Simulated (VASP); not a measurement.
All values below come from LDA (Ceperley-Alder, Perdew-Zunger), VASP's LDA PAW potentials (set 64) (plane waves; VASP).

A VASP calculation is set up with these files.

### POSCAR
```
KTaO3
1.0
  3.9605448231   0.0000000000   0.0000000000
  0.0000000000   3.9605448231   0.0000000000
  0.0000000000   0.0000000000   3.9605448231
K Ta O
1 1 3
Cart
  0.0000000000   0.0000000000   0.0000000000
  1.9802724115   1.9802724115   1.9802724115
  1.9802724115   0.0000000000   1.9802724115
  0.0000000000   1.9802724115   1.9802724115
  1.9802724115   1.9802724115   0.0000000000
```

### INCAR
```
SYSTEM = KTaO3
PREC = Accurate; ENCUT = 520; LREAL = .FALSE.
LASPH = .TRUE.; ICHARG = 11
EDIFF = 1E-7; NELM = 100; ALGO = Normal
LMAXMIX = 6
ISMEAR = 0; SIGMA = 0.05
LWAVE = .FALSE.; LCHARG = .FALSE.; LORBIT = 11
```

KPOINTS:
```
k-points along high-symmetry lines
15
Line-mode
Reciprocal
  0.000000   0.000000   0.000000 ! GAMMA
  0.000000   0.500000   0.000000 ! X

  0.000000   0.500000   0.000000 ! X
  0.500000   0.500000   0.000000 ! M

  0.500000   0.500000   0.000000 ! M
  0.000000   0.000000   0.000000 ! GAMMA

  0.000000   0.000000   0.000000 ! GAMMA
  0.500000   0.500000   0.500000 ! R

  0.500000   0.500000   0.500000 ! R
  0.000000   0.500000   0.000000 ! X

  0.500000   0.500000   0.500000 ! R
  0.500000   0.500000   0.000000 ! M
```

POTCAR, in this order: K_sv Ta_pv O (LDA.64 set). Program: vasp_std. Read from the step before: CHGCAR.

Output

File OSZICAR:
```
       N       E                     dE             d eps       ncg     rms          rms(c)
DAV:   1     0.335101610616E+03    0.33510E+03   -0.21697E+04  4140   0.170E+03
DAV:   2    -0.236448268715E+02   -0.35875E+03   -0.35213E+03  4965   0.465E+02
DAV:   3    -0.432112272837E+02   -0.19566E+02   -0.19372E+02  5237   0.987E+01
DAV:   4    -0.437711023094E+02   -0.55988E+00   -0.55951E+00  7345   0.158E+01
DAV:   5    -0.437753464733E+02   -0.42442E-02   -0.42433E-02  5352   0.117E+00
DAV:   6    -0.437754989524E+02   -0.15248E-03   -0.15247E-03  6412   0.148E-01
DAV:   7    -0.437755004273E+02   -0.14749E-05   -0.14748E-05  5405   0.194E-02
DAV:   8    -0.437755004652E+02   -0.37879E-07   -0.37952E-07  5342   0.254E-03
   1 F= -.43775500E+02 E0= -.43775500E+02  d E =-.500907E-14
```

**OUTCAR**
```
 val. band max:        1.6717324979   @ k =   0.5000   0.5000   0.5000

 cond. band min:       3.7329769764   @ k =   0.0000   0.0000   0.0000



 k-point     1 :       0.0000    0.0000    0.0000
  band No.  band energies     occupation
      1     -32.1517      2.00000
      2     -32.1517      2.00000
      3     -32.1517      2.00000
      4     -25.1885      2.00000
      5     -15.6634      2.00000
      6     -14.9193      2.00000
      7     -14.9193      2.00000
      8      -8.9969      2.00000
      9      -8.9969      2.00000
     10      -8.9969      2.00000
     11      -0.7456      2.00000
     12      -0.7456      2.00000
     13      -0.7456      2.00000
     14       0.5592      2.00000
     15       0.5592      2.00000
     16       0.5592      2.00000
     17       1.0568      2.00000
     18       1.0568      2.00000
     19       1.0568      2.00000
     20       3.7330      0.00000
     21       3.7330      0.00000
     22       3.7330      0.00000
     23       8.2329      0.00000

 k-point     2 :       0.0000    0.0357    0.0000
  band No.  band energies     occupation
      1     -32.1530      2.00000
      2     -32.1516      2.00000
      3     -32.1516      2.00000
      4     -25.1881      2.00000
      5     -15.6587      2.00000
      6     -14.9188      2.00000
      7     -14.9123      2.00000
      8      -8.9963      2.00000
      9      -8.9963      2.00000
     10      -8.9946      2.00000
     11      -0.7753      2.00000
     12      -0.7478      2.00000
     13      -0.7478      2.00000
     14       0.5374      2.00000
     15       0.5374      2.00000
     16       0.5522      2.00000
     17       1.0090      2.00000
     18       1.0456      2.00000
     19       1.0456      2.00000
     20       3.7351      0.00000
     21       3.7808      0.00000
     22       3.7808      0.00000
     23       8.2420      0.00000

 k-point     3 :       0.0000    0.0714    0.0000
  band No.  band energies     occupation
...
```

The density is held fixed in this step, so its total energy and stress have no physical meaning. Unless said otherwise, spin-orbit coupling is left out, though it shifts the bands of the heavy elements here.

The compound is KTaO3 in the cubic perovskite structure. It was relaxed first.
